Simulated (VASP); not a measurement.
All values below come from LDA (Ceperley-Alder, Perdew-Zunger), VASP's LDA PAW potentials (set 64) (plane waves; VASP).

VASP ran on this input.

INCAR:
```
SYSTEM = NaI
PREC = Accurate
ENCUT = 240
EDIFF = 1E-6
NELM = 100
ALGO = Normal
LREAL = .FALSE.
LASPH = .TRUE.
ISMEAR = 0
SIGMA = 0.01
LMAXMIX = 4
LWAVE = .FALSE.
LCHARG = .FALSE.
ISIF = 2
```

KPOINTS:
```
Regular mesh
0
gamma
  7 7 7
0 0 0
```

**POSCAR**
```
NaI
1
    0.0000000000     3.2186550000     3.2186550000
    3.2186550000     0.0000000000     3.2186550000
    3.2186550000     3.2186550000     0.0000000000
Na I
1 1
Direct
 -0.0006650000  -0.0010340000   0.0037960000
  0.5006650000   0.5010340000   0.4962040000
```

POTCAR, in this order: Na_pv I (LDA.64 set). Program: vasp_std.

Output

File OSZICAR:
```
       N       E                     dE             d eps       ncg     rms          rms(c)
DAV:   1     0.511479259677E+02    0.51148E+02   -0.47951E+03  3960   0.624E+02
DAV:   2    -0.262438002175E+01   -0.53772E+02   -0.51460E+02  4156   0.175E+02
DAV:   3    -0.597436151622E+01   -0.33500E+01   -0.33414E+01  4582   0.462E+01
DAV:   4    -0.604168675753E+01   -0.67325E-01   -0.67313E-01  4497   0.717E+00
DAV:   5    -0.604303918414E+01   -0.13524E-02   -0.13524E-02  4476   0.941E-01    0.164E+00
DAV:   6    -0.598187148588E+01    0.61168E-01   -0.79476E-02  4318   0.235E+00    0.111E+00
DAV:   7    -0.596879958120E+01    0.13072E-01   -0.51276E-02  4357   0.164E+00    0.504E-01
DAV:   8    -0.596848732163E+01    0.31226E-03   -0.27037E-03  4048   0.566E-01    0.869E-02
DAV:   9    -0.596845892760E+01    0.28394E-04   -0.88691E-05  4402   0.115E-01    0.366E-02
DAV:  10    -0.596845757195E+01    0.13557E-05   -0.18206E-05  4686   0.583E-02    0.227E-03
DAV:  11    -0.596845748923E+01    0.82719E-07   -0.81576E-07  2276   0.138E-02
   1 F= -.59684575E+01 E0= -.59684575E+01  d E =-.953218E-15
```

### OUTCAR
```
------------------------ aborting loop because EDIFF is reached ----------------------------------------
  FORCE on cell =-STRESS in cart. coord.  units (eV):
  Direction    XX          YY          ZZ          XY          YZ          ZX
  --------------------------------------------------------------------------------------
  Total       -1.5429326     -1.5422606     -1.5443765     -0.0004756      0.0002744      0.0002406
  in kB      -37.0684365    -37.0522914    -37.1031241     -0.0114272      0.0065929      0.0057806
  external PRESSURE =     -37.0746173 kB  Pullay stress =       0.0000000 kB
  volume of cell :       66.69
      direct lattice vectors                 reciprocal lattice vectors
     0.000000000  3.218655000  3.218655000    -0.155344391  0.155344391  0.155344391
     3.218655000  0.000000000  3.218655000     0.155344391 -0.155344391  0.155344391
     3.218655000  3.218655000  0.000000000     0.155344391  0.155344391 -0.155344391
  FREE ENERGIE OF THE ION-ELECTRON SYSTEM (eV)
  ---------------------------------------------------
  free  energy   TOTEN  =        -5.9684574892 eV

  energy  without entropy=       -5.9684574892  energy(sigma->0) =       -5.96845749
```
(Selected blocks of OUTCAR.)

At this cut-off the stress carries a Pulay error, which pulls relaxed volumes low.

The structure comes from a computed database's NaI entry; how it stands against other phases isn't given here. The cell was not relaxed at this level, atoms are displaced from their ideal sites. The run is one of a series of settings (ENCUT = 240 against the base run), some of them coarse on purpose.
